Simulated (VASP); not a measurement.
Here is the system:

```xyz
2
Lattice="0.0000 2.8317 2.8317 2.8317 0.0000 2.8317 2.8317 2.8317 0.0000" Properties=species:S:1:pos:R:3 pbc="T T T"
Zn     0.0000     0.0000     0.0000
Se     1.4159     1.4159     1.4159
```

Calculation: vdW-DF-cx, VASP's PBE PAW potentials (set 64) (plane waves; VASP). Run with 520 eV cut-off, Gaussian smearing of 0.050 eV, potentials Zn Se.

Give the energies of bands 2 to 12 at the high-symmetry points, in eV from the valence-band maximum.

```csv
band,Γ,X,U,L,W
2,-6.60,-6.57,-6.51,-6.51,-6.48
3,-6.60,-6.34,-6.39,-6.51,-6.39
4,-6.60,-6.34,-6.30,-6.21,-6.26
5,-6.23,-6.18,-6.21,-6.21,-6.26
6,-6.23,-6.05,-5.96,-6.07,-5.93
7,0.00,-4.79,-4.75,-5.27,-4.72
8,0.00,-2.20,-3.12,-0.87,-2.79
9,0.00,-2.20,-1.81,-0.87,-2.69
10,1.21,2.89,3.51,2.48,5.41
11,5.76,3.40,5.55,6.33,5.52
12,5.76,10.69,9.00,6.33,6.90
```

The gap is direct, 1.21 eV, from the valence maximum at Γ to the conduction minimum at Γ.

Measured: gap 2.87 eV (computed value off by -1.66 eV), as given by Wei Chen et al., Physical Review Materials (2018), doi:10.1103/physrevmaterials.2.073803 [zero-point renormalisation of 0.05 eV added back (the table's ZPR column)].

The compound is ZnSe in the zinc blende structure. It was relaxed first.
